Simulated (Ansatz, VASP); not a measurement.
# Cross-check of ZnS between VASP and Ansatz, part 2 of 2

One calculation is typed for both programs; each brings its own data sets. How far apart do they land? The cell is taken from a series of runs on this material, whose earlier steps may have relaxed, scaled, displaced or heated it; both programs get it as it stands.

VASP 6.6.1 and Ansatz 0.2.0.

So far: Starting point; Ansatz: zone-centre phonons, r2SCAN, pair 1; VASP: zone-centre phonons, r2SCAN, pair 1; Side by side.

## Step 5: Ansatz: zone-centre phonons, r2SCAN, pair 2

Level of this step: Ansatz beside VASP: Kohn-Sham DFT, plane waves, r2SCAN (Ansatz).

Second derivatives magnify differences that forces hide, and they need a tight electronic threshold. The cell compared in this pair holds 39.72 Å³, against 38.54 Å³ for the pair before.

The cell is taken from a series of runs on this material, whose earlier steps may have relaxed, scaled, displaced or heated it; both programs get it as it stands.

input.yaml

```yaml
crystal:
  lattice:
    - [0.0, 2.7080265098, 2.7080265098]
    - [2.7080265098, 0.0, 2.7080265098]
    - [2.7080265098, 2.7080265098, 0.0]
  atoms:
    - { symbol: Zn, position: [0.25, 0.25, 0.25] }
    - { symbol: S, position: [0.0, 0.0, 0.0] }
kpoints:
  mp_grid: { grid: [8, 8, 8] }
hamiltonian:
  xc: r2scan
scf:
  occupations: { method: fixed }
output:
  eigenvalues: true
phonons:
  method: dfpt
```

Command:

```bash
> ansatz run input.yaml --threads 4 --pin off --max-ram 7168MiB --backend cpu --events-out ev --progress --plain --runs-dir out
```

Numbers of over 12 decimals in the logs are rounded to 6 here.

What it wrote:

```text
[...]
Crystal: 2 atoms, lattice volume = 39.718 Å³
Basis set: ecut = 500 eV, 965 PW (Γ), exchange–correlation on 150×150×150 points (125 copies of the dense FFT grid, shifted against one another)
Bands: 13, of which v1, the nominal top of the filled ones, is band 9 counted from 1 (8 counted from 0)
Symmetry: 24 space group operations
k-points: 95 of 512 (irreducible under 4 space group operations, time reversal used)
[...]
k-point 1: bands = [... 5 lower, -0.5209, 4.3403, 5.2734, 5.2734, 8.8474, 12.1945, 12.5578, 12.5578]
  k-point 2: bands = [... 5 lower, -0.5175, 2.5883, 4.9483, 4.9483, 9.3996, 12.8442, 12.9236, 12.9236]
  k-point 94: bands = [... 5 lower, -0.1247, 0.8182, 2.6457, 2.6595, 11.4581, 11.9722, 13.8556, 14.0800]
[...]
ASR residual: 1.517e-4 → 0.000e0 eV/Å²; symmetrization residual: 5.467e-6 eV/Å²
  ASR residual per site (eV/Å²): 1.03e-4 1.52e-4
  Γ frequencies (cm⁻¹): 0.00 0.00 0.00 266.01 266.01 266.01
[...]
[key lines of the parts left out:]
SCF converged after 8 iterations
Free energy (F): -4233.448226 eV
Fermi energy:    5.421720 eV
```

## Step 6: VASP: zone-centre phonons, r2SCAN, pair 2

The same cell, functional and mesh now go to VASP, with its own data sets.

INCAR

```
SYSTEM = ZnS
PREC = Accurate
ENCUT = 550
EDIFF = 1E-08
NELM = 120
ISMEAR = 0
SIGMA = 0.01
LREAL = .FALSE.
ALGO = Normal
METAGGA = R2SCAN
LASPH = .TRUE.
NBANDS = 15
LORBIT = 11
LWAVE = .FALSE.
LCHARG = .FALSE.
ISIF = 2
IBRION = 6
NFREE = 2
POTIM = 0.015
NSW = 1
GGA_COMPAT = .FALSE.
EFERMI = MIDGAP
LMIXTAU = .TRUE.
KPAR = 2
```

POSCAR

```
ZnS
1.0
    0.0000000000      2.7080265098      2.7080265098
    2.7080265098      0.0000000000      2.7080265098
    2.7080265098      2.7080265098      0.0000000000
Zn S
1 1
Direct
    0.2500000000      0.2500000000      0.2500000000
    0.0000000000      0.0000000000      0.0000000000
```

KPOINTS

```
Automatic mesh
0
Gamma
8 8 8
0 0 0
```

PAW data sets: Zn and S (PBE family, release 64).

Command:

```bash
> mpirun -np 2 vasp_std
```

What it wrote:

```text
[banner, memory and clock lines left out]
running    2 mpi-ranks, on    1 nodes
[...]
[... a notice as in an earlier step ...]

 LDA part: xc-table for (None), standard interpolation
 POSCAR, INCAR and KPOINTS ok, starting setup
[...]
entering main loop
       N       E                     dE             d eps       ncg     rms          rms(c)
DAV:   1     0.690488832160E+02    0.69049E+02   -0.90722E+03   870   0.152E+03
DAV:   2    -0.162665786486E+02   -0.85315E+02   -0.79629E+02   961   0.276E+02
DAV:   3    -0.218851932056E+02   -0.56186E+01   -0.55915E+01  1136   0.665E+01
DAV:   4    -0.219421030825E+02   -0.56910E-01   -0.56895E-01   989   0.697E+00
[...]
DAV:  21    -0.188641949040E+02   -0.15062E-06   -0.16509E-09   708   0.913E-04    0.611E-05
DAV:  22    -0.188641948912E+02    0.12810E-07   -0.12766E-09   477   0.412E-04    0.759E-05
DAV:  23    -0.188641948900E+02    0.12453E-08   -0.20080E-10   449   0.208E-04
   1 F= -.18864195E+02 E0= -.18864195E+02  d E =0.000000E+00
[... from here on, the cycles between the ionic steps are left out ...]
   2 F= -.18863656E+02 E0= -.18863656E+02  d E =0.000000E+00
   3 F= -.18863656E+02 E0= -.18863656E+02  d E =0.000000E+00
   4 F= -.18863559E+02 E0= -.18863559E+02  d E =0.000000E+00
   5 F= -.18863559E+02 E0= -.18863559E+02  d E =0.000000E+00
 Finite differences progress:
  Degree of freedom:   2/  2
  Displacement:        2/  2
  Total:               4/  4
```

From OUTCAR (step 6):

```text
  Total       -0.2747545     -0.2730344     -0.2730344      0.0000000     -0.0774567      0.0000000
  in kB      -11.0832389    -11.0138518    -11.0138518      0.0000000     -3.1245007      0.0000000
  external PRESSURE =     -11.0369809 kB  Pullay stress =       0.0000000 kB

 POSITION                                       TOTAL-FORCE (eV/Angst)
 -----------------------------------------------------------------------------------
      1.35401      1.35401      1.35401        -0.084461      0.000000      0.000000
     -0.01500      0.00000      0.00000         0.084461      0.000000      0.000000
 -----------------------------------------------------------------------------------
    total drift:                                0.000075      0.000000      0.000001

  FREE ENERGIE OF THE ION-ELECTRON SYSTEM (eV)
  ---------------------------------------------------
  free  energy   TOTEN  =       -18.8635589575 eV

  energy  without entropy=      -18.8635589575  energy(sigma->0) =      -18.86355896

[... 1 part as in an earlier step ...]

[... 2 further parts left out ...]
[key lines of the parts left out:]
E-fermi :   3.0962
```

Levels, forces or a CONTCAR printed for this step are those of its last displaced cell, not of the structure at rest.

## Step 7: Side by side

Both answers:

| quantity | Ansatz | VASP | difference |
| --- | --- | --- | --- |
| optical mode 1 to 3 (cm⁻¹) | 266.0 | 263.8 | +0.84 % |

Modes are paired by rising frequency, not by their patterns, so a pair may set unlike modes beside each other; they are those without the splitting of longitudinal modes.

## Step 8: Outcome

```yaml
r_m_s_difference_of_the_optical_zone_centre_modes_each_program_s_sorted_by_frequency_zone_centre_phonons_r2scan_pair_1: 0.94 cm⁻¹
r_m_s_difference_of_the_optical_zone_centre_modes_each_program_s_sorted_by_frequency_zone_centre_phonons_r2scan_pair_2: 2.2 cm⁻¹
difference_in_optical_mode_1_to_3_zone_centre_phonons_r2scan_pair_2: +0.8 %
```

What this shows: The r.m.s. difference of the optical zone-centre modes, each program's sorted by frequency is 0.94 cm⁻¹ (zone-centre phonons, r2SCAN, pair 1). Among the rows given in per cent, the largest difference of the zone-centre phonons, r2SCAN, pair 2 pair is in optical mode 1 to 3, +0.8 %. How closely two codes agree says nothing of how well the functional describes the real material.

[Lines on the potential files, build, host, timing and source positions are cut from VASP's logs without a mark.]

[Logs are printed without paths, hosts, clocks, repeated set-up lines and the standing remarks that a program may print on its own settings, such as how far it seeks lower states.]

[Hosts, paths, dates, database ids (printed as entryN), source tags and the programs' standing remarks are cut or masked in the printed files.]
